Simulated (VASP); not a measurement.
Input:

```
PbSe
1.0
    0.00000     3.12120     3.12120
    3.12120     0.00000     3.12120
    3.12120     3.12120     0.00000
Pb Se
1 1
Direct
  0.00000   0.00000   0.00000
  0.50000   0.50000   0.50000
```

Level of theory: PBE GGA, VASP's PBE PAW potentials (set 64) (plane waves; VASP 6.6.1). Run with 225 eV cut-off, 7×7×7 Γ-centred mesh, Gaussian smearing of 0.050 eV, potentials Pb_d Se.

At this cut-off the stress carries a Pulay error, which pulls relaxed volumes low.

Q: Estimate the energy per atom (σ→0), pressure.

A: 
```json
{
  "energy per atom (σ→0)": "-4.091 eV/atom",
  "pressure": "-2.65 GPa"
}
```

The absolute energy has meaning only against runs of the same code, potentials and settings.

The compound is PbSe in the rock salt structure. The cell was not relaxed at this level. The run is one of a series of settings (ENCUT = 225 against the base run), some of them coarse on purpose.
